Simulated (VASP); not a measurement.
# CrMo7S16 (a cell with a defect) in VASP: a series of runs

The runs below take CrMo7S16 (a cell with a defect) through single point, relaxation of the atoms, with PBEsol+U.

Everything below comes from runs of VASP 6.6.1. Logs are shortened: lines on timing, memory, paths and dates and some standing lists are left out, and cuts for length are marked.

## Step 1: The structure

The cell holds a defect, 24 atoms: a = 6.338 Å, b = 6.338 Å, c = 12.324 Å, α = 90.00°, β = 90.00°, γ = 120.00°.

## Step 2: Single point, PBEsol+U, collinear spin, ferromagnetic start

File INCAR:

```
SYSTEM = CrMo7S16
PREC = Accurate
ENCUT = 350
EDIFF = 1E-5
ISMEAR = 0
SIGMA = 0.03
LREAL = Auto
LASPH = .TRUE.
NELM = 120
ALGO = Normal
ISIF = 2
LWAVE = .FALSE.
LCHARG = .FALSE.
ISPIN = 2
MAGMOM = 1 0 0 0 0 0 0 0 0 0 0 0 0 0 0 0 0 0 0 0 0 0 0 0
LORBIT = 11
NUPDOWN = 1
LMAXMIX = 4
LDAU = .TRUE.
LDAUTYPE = 2
LDAUL = 2 -1 -1
LDAUU = 3 0 0
LDAUJ = 0 0 0
LDAUPRINT = 1
GGA = PS
NBANDS = 125
NELECT = 205.0
KPAR = 4
```

File KPOINTS:

```
Automatic mesh
0
G
  3 3 2
  0 0 0
```

File POSCAR:

```
CrMo7S16
1.0
    6.3379960990      0.0000000000      0.0000000000
   -3.1689980495      5.4888656308      0.0000000000
    0.0000000000      0.0000000000     12.3240000000
Cr Mo S
1 7 16
Direct
    0.1666666667      0.3333333333      0.2500000000
    0.1666666667      0.8333333333      0.2500000000
    0.6666666667      0.3333333333      0.2500000000
    0.6666666667      0.8333333333      0.2500000000
    0.3333333333      0.1666666667      0.7500000000
    0.3333333333      0.6666666667      0.7500000000
    0.8333333333      0.1666666667      0.7500000000
    0.8333333333      0.6666666667      0.7500000000
    0.1666666667      0.3333333333      0.6230000000
    0.1666666667      0.8333333333      0.6230000000
    0.6666666667      0.3333333333      0.6230000000
    0.6666666667      0.8333333333      0.6230000000
    0.3333333333      0.1666666667      0.1230000000
    0.3333333333      0.6666666667      0.1230000000
    0.8333333333      0.1666666667      0.1230000000
    0.8333333333      0.6666666667      0.1230000000
    0.1666666667      0.3333333333      0.8770000000
    0.1666666667      0.8333333333      0.8770000000
    0.6666666667      0.3333333333      0.8770000000
    0.6666666667      0.8333333333      0.8770000000
    0.3333333333      0.1666666667      0.3770000000
    0.3333333333      0.6666666667      0.3770000000
    0.8333333333      0.1666666667      0.3770000000
    0.8333333333      0.6666666667      0.3770000000
```

Potentials or basis: VASP PAW PBE potentials, release 64 (Cr_pv, Mo_sv, S).

Run with:

```
$ cat potpaw_PBE.64/Cr_pv/POTCAR potpaw_PBE.64/Mo_sv/POTCAR potpaw_PBE.64/S/POTCAR > POTCAR
$ mpirun -np 4 vasp_std > vasp.out
```

OUTCAR:

```text
SYSTEM = CrMo7S16
   PREC = Accurate
   ENCUT = 350
   EDIFF = 1E-5
   ISMEAR = 0
   LREAL = Auto
   LASPH = .TRUE.
   NELM = 120
   ISIF = 2
   ISPIN = 2
   LORBIT = 11
   NUPDOWN = 1
   GGA = PS
   NELECT = 205.0

 ion  position               nearest neighbor table
   1  0.167  0.333  0.250-  13 2.41  21 2.41  14 2.41  22 2.41  15 2.41  23 2.41   2 3.17   4 3.17
                             2 3.17   4 3.17   3 3.17   3 3.17
   2  0.167  0.833  0.250-  14 2.41  22 2.41  21 2.41  13 2.41  16 2.41  24 2.41   1 3.17   3 3.17
                             1 3.17   3 3.17   4 3.17   4 3.17
   3  0.667  0.333  0.250-  15 2.41  23 2.41  16 2.41  24 2.41  13 2.41  21 2.41   2 3.17   4 3.17
                             4 3.17   2 3.17   1 3.17   1 3.17
   4  0.667  0.833  0.250-  16 2.41  24 2.41  23 2.41  15 2.41  14 2.41  22 2.41   1 3.17   3 3.17
                             3 3.17   1 3.17   2 3.17   2 3.17
   5  0.333  0.167  0.750-   9 2.41  17 2.41  10 2.41  18 2.41  11 2.41  19 2.41   6 3.17   8 3.17
                             6 3.17   8 3.17   7 3.17   7 3.17
   6  0.333  0.667  0.750-  10 2.41  18 2.41  17 2.41   9 2.41  12 2.41  20 2.41   5 3.17   7 3.17
                             5 3.17   7 3.17   8 3.17   8 3.17
   7  0.833  0.167  0.750-  11 2.41  19 2.41  12 2.41  20 2.41   9 2.41  17 2.41   6 3.17   8 3.17
                             8 3.17   6 3.17   5 3.17   5 3.17
   8  0.833  0.667  0.750-  12 2.41  20 2.41  19 2.41  11 2.41  10 2.41  18 2.41   5 3.17   7 3.17
                             7 3.17   5 3.17   6 3.17   6 3.17
   9  0.167  0.333  0.623-   5 2.41   6 2.41   7 2.41
  10  0.167  0.833  0.623-   6 2.41   5 2.41   8 2.41
  11  0.667  0.333  0.623-   7 2.41   8 2.41   5 2.41
  12  0.667  0.833  0.623-   8 2.41   7 2.41   6 2.41
  13  0.333  0.167  0.123-   1 2.41   2 2.41   3 2.41
  14  0.333  0.667  0.123-   2 2.41   1 2.41   4 2.41
[... 8 lines left out ...]
  23  0.833  0.167  0.377-   3 2.41   4 2.41   1 2.41
  24  0.833  0.667  0.377-   4 2.41   3 2.41   2 2.41

  LATTYP: Found a hexagonal cell.
 ALAT       =     6.3379960990
 C/A-ratio  =     1.9444631722

  Lattice vectors:

 A1 = (   6.3379960990,   0.0000000000,   0.0000000000)
 A2 = (  -3.1689980495,   5.4888656308,   0.0000000000)
 A3 = (   0.0000000000,   0.0000000000,  12.3240000000)

Analysis of symmetry for initial positions (statically):
=====================================================================
 Subroutine PRICEL returns:
 Original cell was already a primitive cell.

 Routine SETGRP: Setting up the symmetry group for a
 hexagonal supercell.

 Subroutine GETGRP returns: Found 12 space group operations
 (whereof  2 operations were pure point group operations)
 out of a pool of 24 trial point group operations.

The static configuration has the point symmetry C_1h.
 The point group associated with its full space group is D_3h.

Analysis of symmetry for dynamics (positions and initial velocities):
=====================================================================
 Subroutine PRICEL returns:
 Original cell was already a primitive cell.

 Routine SETGRP: Setting up the symmetry group for a
 hexagonal supercell.

 Subroutine GETGRP returns: Found 12 space group operations
 (whereof  2 operations were pure point group operations)
 out of a pool of 24 trial point group operations.

The dynamic configuration has the point symmetry C_1h.
 The point group associated with its full space group is D_3h.

Analysis of structural, dynamic, and magnetic symmetry:
=====================================================================
 Subroutine PRICEL returns:
 Original cell was already a primitive cell.

 Routine SETGRP: Setting up the symmetry group for a
 hexagonal supercell.

 Subroutine GETGRP returns: Found 12 space group operations
 (whereof  2 operations were pure point group operations)
 out of a pool of 24 trial point group operations.

The overall configuration has the point symmetry C_1h.
 The point group associated with its full space group is D_3h.

 Subroutine INISYM returns: Found 12 space group operations
 (whereof  2 operations are pure point group operations),
 and found     1 'primitive' translations

----------------------------------------------------------------------------------------

                                     Primitive cell

  volume of cell :     428.7324

  direct lattice vectors                    reciprocal lattice vectors
     6.337996099  0.000000000  0.000000000     0.157778576  0.091093503  0.000000000
    -3.168998049  5.488865631  0.000000000     0.000000000  0.182187007  0.000000000
     0.000000000  0.000000000 12.324000000     0.000000000  0.000000000  0.081142486
[... 134 lines left out ...]
 LDA+U is selected, type is set to LDAUTYPE =  2
   angular momentum for each species LDAUL =     2   -1   -1
   U (eV)           for each species LDAUU =   3.0  0.0  0.0
   J (eV)           for each species LDAUJ =   0.0  0.0  0.0
   GGA     = PS    functional components
   LHFCALC =     F    Hartree Fock is set to
   AEXX    =    0.0000 exact exchange contribution
   IVDW    =     0    specifies the selected vdW correction
   LEPSILON=     F    determine dielectric tensor
   LRPA    =     F    only Hartree local field effects (RPA)
 spin polarized calculation
 Gauss-broadening in eV      SIGMA  =   0.03
  energy-cutoff  :      350.00
  volume of cell :      428.73
 maximum number of plane-waves:      6458
 NGX is ok and might be reduce to    40
   NGX = 19   NGY = 19   NGZ = 37

atom =   1  type =  1  l = 2

 onsite density matrix

spin component  1

  0.6932 -0.0000  0.0000  0.0000  0.0000
 -0.0000  0.4833  0.0000 -0.0000 -0.0000
  0.0000  0.0000  0.7892 -0.0000 -0.0000
  0.0000 -0.0000 -0.0000  0.4833  0.0000
  0.0000 -0.0000 -0.0000  0.0000  0.6932

spin component  2

  0.1721  0.0000  0.0000  0.0000  0.0000
  0.0000  0.2639  0.0000 -0.0000  0.0000
  0.0000  0.0000  0.1129 -0.0000 -0.0000
  0.0000 -0.0000 -0.0000  0.2639 -0.0000
  0.0000  0.0000 -0.0000 -0.0000  0.1721

 occupancies and eigenvectors

  o =  0.1129  v =  0.0000  0.0000  0.0000  0.0000  0.0000  0.0000  0.0000 -1.0000 -0.0000 -0.0000      0.0000  0.0000  0.0000  0.0000  0.0000  0.0000  0.0000  0.0000  0.0000  0.0000
  o =  0.1721  v =  0.0000  0.0000  0.0000  0.0000  0.0000  1.0000  0.0000  0.0000  0.0000  0.0000      0.0000  0.0000  0.0000  0.0000  0.0000  0.0000  0.0000  0.0000  0.0000  0.0000
  o =  0.1721  v =  0.0000  0.0000  0.0000  0.0000  0.0000  0.0000  0.0000  0.0000  0.0000 -1.0000      0.0000  0.0000  0.0000  0.0000  0.0000  0.0000  0.0000  0.0000  0.0000  0.0000
  o =  0.2639  v =  0.0000  0.0000  0.0000  0.0000  0.0000  0.0000  1.0000  0.0000  0.0000  0.0000      0.0000  0.0000  0.0000  0.0000  0.0000  0.0000  0.0000  0.0000  0.0000  0.0000
  o =  0.2639  v =  0.0000  0.0000  0.0000  0.0000  0.0000  0.0000 -0.0000  0.0000  1.0000  0.0000      0.0000  0.0000  0.0000  0.0000  0.0000  0.0000  0.0000  0.0000  0.0000  0.0000
  o =  0.4833  v =  0.0000  1.0000  0.0000  0.0000  0.0000  0.0000  0.0000  0.0000  0.0000  0.0000      0.0000  0.0000  0.0000  0.0000  0.0000  0.0000  0.0000  0.0000  0.0000  0.0000
  o =  0.4833  v =  0.0000  0.0000  0.0000 -1.0000  0.0000  0.0000  0.0000  0.0000  0.0000  0.0000      0.0000  0.0000  0.0000  0.0000  0.0000  0.0000  0.0000  0.0000  0.0000  0.0000
  o =  0.6932  v =  1.0000  0.0000  0.0000  0.0000  0.0000  0.0000  0.0000  0.0000  0.0000  0.0000      0.0000  0.0000  0.0000  0.0000  0.0000  0.0000  0.0000  0.0000  0.0000  0.0000
  o =  0.6932  v =  0.0000  0.0000 -0.0000 -0.0000 -1.0000  0.0000  0.0000  0.0000  0.0000  0.0000      0.0000  0.0000  0.0000  0.0000  0.0000  0.0000  0.0000  0.0000  0.0000  0.0000
  o =  0.7892  v =  0.0000  0.0000 -1.0000  0.0000  0.0000  0.0000  0.0000  0.0000  0.0000  0.0000      0.0000  0.0000  0.0000  0.0000  0.0000  0.0000  0.0000  0.0000  0.0000  0.0000

 number of electron     205.0000065 magnetization       1.0000004

 Free energy of the ion-electron system (eV)
  ---------------------------------------------------
  ext. energy  EPLUGINS =         0.00000000
  ---------------------------------------------------
  free energy    TOTEN  =      -188.13641611 eV

  energy without entropy =     -188.13101004  energy(sigma->0) =     -188.13371308

 E-fermi :   6.6252     XC(G=0): -10.9124

 val. band max:        7.0319543791   @ k =   0.0000   0.0000   0.5000
 cond. band min:       6.6343502726   @ k =   0.3333   0.3333   0.5000
 fundamental gap:     -0.3976041065
 Fermi energy:         7.0583615578

 spin component 1

 k-point     1 :       0.0000    0.0000    0.0000
  band No.  band energies     occupation
      1     -54.4302      1.00000
      2     -54.4002      1.00000
      3     -54.4002      1.00000
      4     -54.1209      1.00000
      5     -54.0861      1.00000
      6     -54.0731      1.00000
[... 691 lines left out ...]
    113       8.6371      0.00000
    114       8.6852      0.00000
 Fermi energy:         6.6252128381

 spin component 2

 k-point     1 :       0.0000    0.0000    0.0000
  band No.  band energies     occupation
      1     -54.5715      1.00000
      2     -54.5416      1.00000
      3     -54.5416      1.00000
      4     -54.0866      1.00000
      5     -54.0516      1.00000
      6     -54.0412      1.00000
[... 691 lines left out ...]
    113       9.0871      0.00000
    114       9.1022      0.00000
 [bands above 114 left out]

------------------------ aborting loop because EDIFF is reached ----------------------------------------

  FORCE on cell =-STRESS in cart. coord.  units (eV):
  Direction    XX          YY          ZZ          XY          YZ          ZX
  --------------------------------------------------------------------------------------
  -------------------------------------------------------------------------------------
  Total      -22.3976260    -22.3976260    -25.1340568      0.0000000      0.0000000      0.0000000
  in kB      -83.7001649    -83.7001649    -93.9262360      0.0000000      0.0000000      0.0000000
  external PRESSURE =     -87.1088553 kB  Pullay stress =       0.0000000 kB

 VOLUME and BASIS-vectors are now :
 -----------------------------------------------------------------------------
  energy-cutoff  :      350.00
  volume of cell :      428.73
      direct lattice vectors                 reciprocal lattice vectors
     6.337996099  0.000000000  0.000000000     0.157778576  0.091093503  0.000000000
    -3.168998049  5.488865631  0.000000000     0.000000000  0.182187007  0.000000000
     0.000000000  0.000000000 12.324000000     0.000000000  0.000000000  0.081142486

 POSITION                                       TOTAL-FORCE (eV/Angst)
 -----------------------------------------------------------------------------------
      0.00000      1.82962      3.08100        -0.000000     -0.000000      0.000000
     -1.58450      4.57405      3.08100         0.208939      0.120631      0.000000
      3.16900      1.82962      3.08100        -0.000000     -0.241262      0.000000
      1.58450      4.57405      3.08100        -0.208939      0.120631      0.000000
      1.58450      0.91481      9.24300        -0.009936      0.005737      0.000000
     -0.00000      3.65924      9.24300        -0.000000     -0.011473      0.000000
[... 16 lines left out ...]
      4.75350      0.91481      4.64615         0.264851      0.152912     -0.700677
      3.16900      3.65924      4.64615        -0.000000     -0.000000     -0.231310
 -----------------------------------------------------------------------------------
    total drift:                                0.000000     -0.000000      0.000000

  FREE ENERGIE OF THE ION-ELECTRON SYSTEM (eV)
  ---------------------------------------------------
  free  energy   TOTEN  =      -188.1364161089 eV

  energy  without entropy=     -188.1310100438  energy(sigma->0) =     -188.13371308

 total charge

# of ion       s       p       d       tot
------------------------------------------
    1        0.276   6.305   4.093  10.673
    2        2.299   6.219   3.897  12.415
    3        2.299   6.219   3.897  12.415
    4        2.299   6.219   3.897  12.415
    5        2.293   6.220   3.922  12.435
    6        2.293   6.220   3.922  12.435
[... 16 lines left out ...]
   23        1.363   2.274   0.000   3.637
   24        1.362   2.288   0.000   3.650
--------------------------------------------------
tot         38.106  86.453  31.470 156.030

 magnetization (x)

# of ion       s       p       d       tot
------------------------------------------
    1        0.012   0.022   2.158   2.193
    2       -0.002  -0.007  -0.208  -0.218
    3       -0.002  -0.007  -0.208  -0.218
    4       -0.002  -0.007  -0.208  -0.218
    5        0.001   0.000   0.049   0.050
    6        0.001   0.000   0.049   0.050
[... 16 lines left out ...]
   23       -0.002  -0.087   0.000  -0.089
   24        0.001   0.012   0.000   0.013
--------------------------------------------------
tot          0.000  -0.467   1.737   1.270
```

It took 6.4 min on 4 MPI ranks of Intel Xeon 6975P-C (Granite Rapids), shared host; peak memory 0.6 GiB.

What came out:

* Free energy: -188.1364 eV
* Largest force: 0.765 eV/Å
* Net moment: 1.00 μB per cell
* Site moments: Cr +2.19; Mo -0.22, +0.05, +0.06; S +0.00, +0.01, -0.09 μB
* Valence electrons inside the program's atomic spheres: Cr 10.67; Mo 12.41, 12.44, 12.43; S 3.66, 3.64, 3.65

Forces in eV/Å, atoms in the order of the input:
```
Cr   0.000  0.000  0.000
Mo   0.209  0.121  0.000
Mo   0.000 -0.241  0.000
Mo  -0.209  0.121  0.000
Mo  -0.010  0.006  0.000
Mo   0.000 -0.011  0.000
Mo   0.010  0.006  0.000
Mo   0.000  0.000  0.000
S    0.000  0.000  0.336
S    0.016  0.009  0.320
S    0.000 -0.018  0.320
S   -0.016  0.009  0.320
S   -0.265  0.153  0.701
S    0.000 -0.306  0.701
S    0.265  0.153  0.701
S    0.000  0.000  0.231
S    0.000  0.000 -0.336
S    0.016  0.009 -0.320
S    0.000 -0.018 -0.320
S   -0.016  0.009 -0.320
S   -0.265  0.153 -0.701
S    0.000 -0.306 -0.701
S    0.265  0.153 -0.701
S    0.000  0.000 -0.231
```

Eigenvalues of the final occupation matrices:
| site | spin | trace | eigenvalues |
| --- | --- | --- | --- |
| site 1 d | 1 | 3.14 | 0.48 0.48 0.69 0.69 0.79 |
| site 1 d | 2 | 0.98 | 0.11 0.17 0.17 0.26 0.26 |

Caveat: the k mesh is coarse (spacing up to 0.38 Å⁻¹), so the values aren't converged; the cell is charged against a uniform background, so pressure and absolute levels hang on convention; the PAW data sets were made with another functional, which shifts forces and pressure a little; the total moment is fixed, so each spin has its own Fermi level; only a ferromagnetic start was run, and an antiferromagnetic order may lie lower in energy.

## Step 3: Relaxation of the atoms, PBEsol+U, collinear spin, ferromagnetic start

File INCAR:

```
SYSTEM = CrMo7S16
  ALGO = Normal
  EDIFF = 1E-5
  EDIFFG = -0.03
  ENCUT = 350
  GGA = PS
  IBRION = 2
  ISIF = 2
  ISMEAR = 0
  ISPIN = 2
  KPAR = 4
  LASPH = .TRUE.
  LCHARG = .FALSE.
  LDAU = .TRUE.
  LDAUJ = 0 0 0
  LDAUL = 2 -1 -1
  LDAUPRINT = 1
  LDAUTYPE = 2
  LDAUU = 3 0 0
  LMAXMIX = 4
  LORBIT = 11
  LREAL = Auto
  LWAVE = .FALSE.
  MAGMOM = 1 0 0 0 0 0 0 0 0 0 0 0 0 0 0 0 0 0 0 0 0 0 0 0
  NELECT = 205.0
  NELM = 120
  NSW = 40
  PREC = Accurate
  SIGMA = 0.03
```

File KPOINTS:

```
k-points
0
G
  3 3 2
  0 0 0
```

POSCAR is that of step 2.

Potentials or basis: VASP PAW PBE potentials, release 64 (Cr_pv, Mo_sv, S).

Run with:

```
$ cat potpaw_PBE.64/Cr_pv/POTCAR potpaw_PBE.64/Mo_sv/POTCAR potpaw_PBE.64/S/POTCAR > POTCAR
$ mpirun -np 4 vasp_std > vasp.out
```

It took 32 min on 4 MPI ranks of Intel Xeon 6975P-C (Granite Rapids), shared host; peak memory 0.61 GiB.

The run converged. Its results:

```yaml
Free_energy: -188.1474 eV
Energy_gained_by_relaxing: 12.1 meV/atom
Ionic_steps: 6
Largest_force_after_relaxing: 0.022 eV/Å
Band_gap_on_the_k_mesh: none (metal or under the smearing width)
Net_moment: 0.00 μB per cell
Valence_electrons_inside_the_program's_atomic_spheres: Cr 10.87; Mo 12.46; S 3.66, 3.65
```

Forces on the atoms (eV/Å):
```
Cr   0.000  0.000  0.000
Mo  -0.016 -0.009  0.000
Mo   0.000  0.018  0.000
Mo   0.016 -0.009  0.000
Mo   0.001  0.000  0.000
Mo   0.000  0.001  0.000
Mo  -0.001  0.000  0.000
Mo   0.000  0.000  0.000
S    0.000  0.000 -0.001
S    0.000  0.000 -0.001
S    0.000  0.000 -0.001
S    0.000  0.000 -0.001
S    0.007 -0.004  0.000
S    0.000  0.008  0.000
S   -0.007 -0.004  0.000
S    0.000  0.000 -0.022
S    0.000  0.000  0.001
S    0.000  0.000  0.001
S    0.000  0.000  0.001
S    0.000  0.000  0.001
S    0.007 -0.004  0.000
S    0.000  0.008  0.000
S   -0.007 -0.004  0.000
S    0.000  0.000  0.022
```

The path:
| step | energy change (eV) | largest force (eV/Å) | pressure (GPa) |
| --- | --- | --- | --- |
| 1 | 0.0000 | 1.0368 | -9.76 |
| 2 | -0.2362 | 0.4103 | -7.76 |
| 3 | -0.2613 | 0.4874 | -6.84 |
| 4 | -0.2850 | 0.2593 | -6.84 |
| 5 | -0.2861 | 0.2057 | -6.84 |
| 6 | -0.2900 | 0.0220 | -7.12 |

Final structure:
```
Cr Mo S
1.0
     6.33800    0.00000    0.00000
    -3.16900    5.48887    0.00000
     0.00000    0.00000   12.32400
Cr Mo S
1 7 16
Direct
  0.16667 0.33333 0.25000
  0.16557 0.83278 0.25000
  0.66722 0.33443 0.25000
  0.66722 0.83278 0.25000
  0.33330 0.16670 0.75000
  0.33330 0.66660 0.75000
  0.83340 0.16670 0.75000
  0.83333 0.66667 0.75000
  0.16667 0.33333 0.62446
  0.16669 0.83334 0.62439
  0.66666 0.33331 0.62439
  0.66666 0.83334 0.62439
  0.32796 0.17204 0.12810
  0.32796 0.65591 0.12810
  0.84409 0.17204 0.12810
  0.83333 0.66667 0.12410
  0.16667 0.33333 0.87554
  0.16669 0.83334 0.87561
  0.66666 0.33331 0.87561
  0.66666 0.83334 0.87561
  0.32796 0.17204 0.37190
  0.32796 0.65591 0.37190
  0.84409 0.17204 0.37190
  0.83333 0.66667 0.37590
```

Levels at points of the mesh, in eV from the Fermi level:
Spin up:
| k point | band 99 | band 100 | band 101 | band 102 | band 103 | band 104 | band 105 | band 106 |
| --- | --- | --- | --- | --- | --- | --- | --- | --- |
| (0.00, 0.00, 0.00) | -0.51 | -0.51 | -0.38 | -0.31 | 0.71 | 1.51 | 1.51 | 2.01 |
| (0.00, 0.00, 0.50) | -0.55 | -0.55 | -0.55 | 0.46 | 0.50 | 1.50 | 1.50 | 2.02 |
Spin down:
| k point | band 98 | band 99 | band 100 | band 101 | band 102 | band 103 | band 104 | band 105 | band 106 | band 107 |
| --- | --- | --- | --- | --- | --- | --- | --- | --- | --- | --- |
| (0.00, 0.00, 0.00) | -0.55 | -0.51 | -0.51 | -0.38 | -0.31 | 0.71 | 1.51 | 1.51 | 2.01 | 2.26 |
| (0.00, 0.00, 0.50) | -0.61 | -0.55 | -0.55 | -0.55 | 0.46 | 0.50 | 1.50 | 1.50 | 2.02 | 2.27 |

Eigenvalues of the final occupation matrices:
```csv
site,spin,trace,eigenvalues
site 1 d,1,2.12,0.41 0.41 0.43 0.43 0.46
site 1 d,2,2.12,0.41 0.41 0.43 0.43 0.45
```

Caveat: the k mesh is coarse (spacing up to 0.38 Å⁻¹), so the values aren't converged; the cell is charged against a uniform background, so pressure and absolute levels hang on convention; the PAW data sets were made with another functional, which shifts forces and pressure a little. The state reached can hang on the start; a lower one may exist.
